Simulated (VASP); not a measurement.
These are optB88-vdW, VASP's PBE PAW potentials (set 64) (plane waves; VASP) values and carry that method's errors.

Input for VASP

**KPOINTS**
```
Automatic mesh
0
Gamma
7 7 6
0 0 0
```

### INCAR
```
EDIFFG  =  -0.02
ISIF  =  3   ! ions, shape and volume
GGA  =  BO
LMAXMIX  =  4
AGGAC  =  0.0
LASPH  =  .TRUE.   ! aspherical one-centre terms
PARAM1  =  0.1833333333
ISMEAR  =  1   ! Methfessel-Paxton
LUSE_VDW  =  .TRUE.
IBRION  =  2   ! conjugate gradients
PARAM2  =  0.22
LREAL  =  .FALSE.
NELM  =  100   ! most electronic steps
LWAVE  =  .FALSE.
EDIFF  =  1E-6
LCHARG  =  .FALSE.
SYSTEM  =  Ga
SIGMA  =  0.1   ! width (eV)
PREC  =  Accurate
NSW  =  60
ENCUT  =  520
ALGO  =  Normal   ! blocked Davidson
```

### POSCAR
```
Ga
1.0
  2.2678049551  -3.8774524848   0.0000000000
  2.2678049551   3.8774524848   0.0000000000
  0.0000000000   0.0000000000   4.6179124712
Ga
4
Cartesian
  2.2678049551   2.6697722274   4.2387371712
  2.2678049551   1.2076802574   1.9297809356
  2.2678049551  -1.2076802574   2.6881315356
  2.2678049551  -2.6697722274   0.3791753000
```

POTCAR, in this order: Ga_d (PBE.64 set). Program: vasp_std.

### Question
Predict the energy per atom (σ→0), band gap (on the k-mesh).

### Answer

energy per atom (σ→0): 0.566 eV/atom
band gap (on the k-mesh): none (metal, semimetal or under 0.01 eV)

File OSZICAR:
```
...
DAV:   6     0.225362559341E+01    0.50161E-01   -0.12725E-01  4777   0.489E+00    0.124E+00
DAV:   7     0.226429963745E+01    0.10674E-01   -0.46906E-02  5248   0.240E+00    0.246E-01
DAV:   8     0.226408901428E+01   -0.21062E-03   -0.11502E-02  4353   0.123E+00    0.473E-02
DAV:   9     0.226390857007E+01   -0.18044E-03   -0.89145E-04  4521   0.323E-01    0.218E-02
DAV:  10     0.226389489366E+01   -0.13676E-04   -0.16465E-04  4610   0.145E-01    0.562E-03
DAV:  11     0.226389330523E+01   -0.15884E-05   -0.29424E-05  4659   0.647E-02    0.393E-03
DAV:  12     0.226389349834E+01    0.19311E-06   -0.64885E-06  4373   0.301E-02
   1 F= 0.22638935E+01 E0= 0.22641762E+01  d E =0.226389E+01
```

The compound is Ga in the alpha structure. It was relaxed first. The start is the result of an earlier pass.
